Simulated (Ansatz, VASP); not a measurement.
AlIn2: VASP beside Ansatz

INCAR

```
SYSTEM = AlIn2
PREC = Accurate
ENCUT = 520
EDIFF = 1E-7
ISMEAR = 0
SIGMA = 0.1
LREAL = .FALSE.
LASPH = .TRUE.
NELM = 60
ALGO = Normal
ISIF = 2
LWAVE = .FALSE.
LCHARG = .FALSE.
GGA = PE
NBANDS = 22
```

Contents of KPOINTS:

```
regular mesh
0
G
  6 6 4
  0 0 0
```

POSCAR

```
AlIn2
1.0
    4.5241170200      0.0000000000      0.0000000000
   -2.2620585100      3.9180002700      0.0000000000
    0.0000000000      0.0000000000      4.4758074200
Al In
1 2
Direct
    0.0000000000      0.0000000000      0.5000000000
    0.3333333300      0.6666666700      0.5000000000
    0.6666666700      0.3333333300      0.5000000000
```

Input for Ansatz:

```yaml
crystal:
  lattice:
    - [4.52411702, 0.0, 0.0]
    - [-2.26205851, 3.91800027, 0.0]
    - [0.0, 0.0, 4.47580742]
  atoms:
    - { symbol: Al, position: [0.0, 0.0, 0.5] }
    - { symbol: In, position: [0.33333333, 0.66666667, 0.5] }
    - { symbol: In, position: [0.66666667, 0.33333333, 0.5] }
basis:
  ecutwfc: 420
kpoints:
  mp_grid: { grid: [6, 6, 4] }
hamiltonian:
  xc: pbe
scf:
  occupations: { method: gaussian, width: 0.1 }
  lower_state_search: "off"
output:
  forces: true
  stress: true
  eigenvalues: true
```

Alike in both runs: task single point; functional PBE; k mesh 6 × 6 × 4; occupations gaussian, width 0.1 eV; no spin polarisation.

|  | VASP | Ansatz |
| --- | --- | --- |
| version | VASP 6.6.1 | Ansatz 0.2.0 |
| potentials or method | VASP PAW PBE potentials, release 64 (Al, In_d) | scalar-relativistic, plane waves, PAW |
| plane-wave cutoff (eV) | 520 | 420 |
| valence electrons in the cell | 29 | 29 |

Ansatz gave:

* gap on the k mesh at the Fermi level (eV): none
* pressure (GPa): 19.9
* largest component of the traceless stress (GPa): 22.04

Q: Which values does VASP return?

A: gap on the k mesh at the Fermi level (eV): none; pressure (GPa): 19.8; largest component of the traceless stress (GPa): 22.02.

A gap of «none» marks a metal or a gap that the smearing closes.

Caveats: so large a pressure means that the cell lies far from this level's equilibrium, or that cutoff or potentials fall short (VASP).
